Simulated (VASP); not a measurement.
An input for Quantum ESPRESSO's pw.x (written as the equivalent of a VASP run, and not itself run):

```
&CONTROL
  calculation = 'vc-relax'
  pseudo_dir = './pseudo'
  outdir = './out'
  tprnfor = .true.
  tstress = .true.
  nstep = 50
  forc_conv_thr = 0.00039
/
&SYSTEM
  ibrav = 0
  nat = 4
  ntyp = 2
  ecutwfc = 92
  occupations = 'smearing'
  smearing = 'gaussian'
  degauss = 0.003675
  input_dft = 'pbe'
/
&ELECTRONS
  conv_thr = 7.3e-08
  electron_maxstep = 100
/
&IONS
/
&CELL
/
ATOMIC_SPECIES
  Cu 63.546 Cu.upf
  Au 196.967 Au.upf
CELL_PARAMETERS angstrom
     3.7938750    0.0000000    0.0000000
     0.0000000    3.7938750    0.0000000
     0.0000000    0.0000000    3.7938750
ATOMIC_POSITIONS crystal
  Cu   0.0000000  0.5000000  0.5000000
  Cu   0.5000000  0.0000000  0.5000000
  Cu   0.5000000  0.5000000  0.0000000
  Au   0.0000000  0.0000000  0.0000000
K_POINTS automatic
  9 9 9 0 0 0
```

Task: Translate this input to VASP (INCAR, KPOINTS, POSCAR, choice of POTCAR).

Result: This is not unique; one that fits is 
**KPOINTS**
```
Automatic mesh
0
Gamma
9 9 9
0 0 0
```

### INCAR
```
SYSTEM = Cu3Au
PREC = Accurate; ENCUT = 300; LREAL = F
LASPH = T
EDIFF = 1E-6; NELM = 100; ALGO = Normal
LMAXMIX = 6
ISMEAR = 0; SIGMA = 0.05
GGA = PE
IBRION = 2; NSW = 50; ISIF = 3
EDIFFG = -0.01
LWAVE = F; LCHARG = F
```

File POSCAR:
```
Cu3Au
1.0
  3.7938750000   0.0000000000   0.0000000000
  0.0000000000   3.7938750000   0.0000000000
  0.0000000000   0.0000000000   3.7938750000
Cu Au
3 1
Direct
  0.0000000000   0.5000000000   0.5000000000
  0.5000000000   0.0000000000   0.5000000000
  0.5000000000   0.5000000000   0.0000000000
  0.0000000000   0.0000000000   0.0000000000
```

POTCAR, in this order: Cu Au (PBE.64 set). Program: vasp_std.

Limits of the translation: the potentials are each code's own (VASP's PAW set, PseudoDojo norm-conserving files in pw.x), so ENCUT and ecutwfc are chosen apart and not converted; conv_thr bounds pw.x's estimated SCF error, while EDIFF bounds the energy change between steps; forc_conv_thr acts on force components and is met together with etot_conv_thr.

The structure is a typed Cu3Au crystal (Pm-3m). This run relaxes it. Symmetry was kept, so distortions that lower it aren't found. The run is one of a series of settings (EDIFFG = -0.01, IBRION = 2, ISIF = 3, NSW = 50 against the base run), some of them coarse on purpose.
